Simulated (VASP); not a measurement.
Data:

```xyz
2
Lattice="0.0000 3.2232 3.2232 3.2232 0.0000 3.2232 3.2232 3.2232 0.0000" Properties=species:S:1:pos:R:3 pbc="T T T"
Na     0.0000     0.0000     0.0000
I      3.2232     3.2232     3.2232
```

Level of theory: r2SCAN meta-GGA, VASP's PBE PAW potentials (set 64) (plane waves; VASP). Run with 480 eV cut-off, 8×8×8 Γ-centred mesh, Gaussian smearing of 0.050 eV, potentials Na_pv I.

Unless said otherwise, spin-orbit coupling is left out, though it shifts the bands of the heavy elements here.

Each row applies one change to this cell, which was relaxed at other settings and keeps the small stress of the first row; at a fixed cut-off the stress holds a Pulay part, so it need not integrate to ΔE exactly. Stress is in GPa, positive when the cell is compressed; gaps are those on the k-mesh, and 0.00 means metallic.

| change | ΔE (meV/atom) | σxx | σyy | σzz | largest shear component, with its sign (GPa) | gap (eV) |
|---|---|---|---|---|---|---|
| none | 0.0 | 0.02 | 0.02 | 0.02 | 0.00 | 4.48 |
| shear strain γ_xz = +2.0 % | 0.3 | 0.03 | 0.02 | 0.03 | -0.16 | 4.43 |
| biaxial strain of -4.0 % in the yz plane | 17.6 | 0.79 | 2.42 | 2.42 | 0.00 | 4.73 |
| biaxial strain of -4.0 % in the xz plane | 17.6 | 2.41 | 0.78 | 2.41 | 0.00 | 4.73 |
| shear strain γ_xy = +3.0 % | 0.8 | 0.04 | 0.04 | 0.02 | -0.24 | 4.40 |
| biaxial strain of -3.0 % in the yz plane | 9.4 | 0.57 | 1.72 | 1.72 | 0.00 | 4.66 |

Failed runs are left out, and for metals the shear rows, which the mesh's noise covers.

The compound is NaI in the rock salt structure.
